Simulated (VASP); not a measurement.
Data:

```
SrCl2
1.0
    0.00000     3.59247     3.59247
    3.59247     0.00000     3.59247
    3.59247     3.59247     0.00000
Sr Cl
1 2
Direct
  0.00000   0.00000   0.00000
  0.25000   0.25000   0.25000
  0.75000   0.75000   0.75000
```

All values below come from RPBE GGA, VASP's PBE PAW potentials (set 64) (plane waves; VASP). Numerical set-up: 520 eV cut-off, Gaussian smearing of 0.050 eV, potentials Sr_sv Cl.

### Question
Predict the band gap (along the path) with the smallest direct gap where there is one.

### Answer

- band gap (along the path): 5.33 eV
- smallest direct gap (along the path): 5.63 eV

Total energies compare only between runs with the same potentials, cut-off and functional.

The compound is SrCl2 in the fluorite structure. It was relaxed first, which changed the volume by +9 %.
